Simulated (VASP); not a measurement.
An input for Ansatz (written as the equivalent of a VASP run, and not itself run):

Ansatz 0.2 input:
```yaml
crystal:
  lattice:
    - [1.6550000, -2.8665440, 0.0000000]
    - [1.6550000, 2.8665440, 0.0000000]
    - [0.0000000, 0.0000000, 5.2700000]
  atoms:
    - { symbol: Sc, position: [0.3333330, 0.6666670, 0.2500000] }
    - { symbol: Sc, position: [0.6666670, 0.3333330, 0.7500000] }
kpoints:
  mp_grid: { grid: [11, 11, 6] }
hamiltonian:
  xc: pbe
  pseudopotentials: { kind: paw }
scf:
  occupations: { method: fermi_dirac, width: 0.1 }
  max_iter: 100
output: { forces: true, stress: true, eigenvalues: true }
```

Task: Translate this input to VASP (INCAR, KPOINTS, POSCAR, choice of POTCAR).

Result: Several could match; the one computed here: 
### POSCAR
```
Sc
1
    1.6550000000    -2.8665440000     0.0000000000
    1.6550000000     2.8665440000     0.0000000000
    0.0000000000     0.0000000000     5.2700000000
Sc
2
Direct
  0.3333330000   0.6666670000   0.2500000000
  0.6666670000   0.3333330000   0.7500000000
```

### INCAR
```
ALGO=Normal
EDIFF=1E-6
ENCUT=300
GGA=PE
ISIF=2
ISMEAR=-1
LASPH=.TRUE.
LCHARG=.FALSE.
LMAXMIX=4
LREAL=.FALSE.
LWAVE=.FALSE.
NELM=100
PREC=Accurate
SIGMA=0.1
SYSTEM=Sc
```

### KPOINTS
```
Automatic mesh
0
Gamma
11 11 6
0 0 0
```

POTCAR, in this order: Sc_sv (PBE.64 set). Program: vasp_std.

The two are equivalent in intent, not identical: each code has its own PAW files, so the cut-off isn't converted (ENCUT is set for VASP's; basis.ecutwfc is left out, and Ansatz then takes the one that its files recommend); Ansatz stops its SCF on the density residual and VASP on the energy change (EDIFF).

The structure is a typed Sc crystal (P6_3/mmc). The cell was not relaxed at this level.
